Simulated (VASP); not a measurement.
Given:

```
CELL_PARAMETERS angstrom
      4.59167     0.00000     0.00000
      0.00000     4.59167     0.00000
      0.00000     0.00000     4.59167
ATOMIC_POSITIONS crystal
  Cs 0.00000 0.00000 0.00000
  I  0.50000 0.50000 0.50000
```

All values below come from SCAN meta-GGA, VASP's PBE PAW potentials (set 64) (plane waves; VASP 6.6.1). Run with 520 eV cut-off, 6×6×6 Γ-centred mesh, Gaussian smearing of 0.050 eV, potentials Cs_sv I.

The job: CsI (CsCl type), 2 atoms, SCAN, static run, 520 eV, 6×6×6 Γ-centred mesh. Roughly how much core time does it take on a busy server core?

About 2 core-minutes (one run on a shared machine, a rough figure). It had 20 irreducible k-points, 12 bands, up to 2629 plane waves and 30 electronic steps.

The compound is CsI in the CsCl type structure. It was relaxed first.
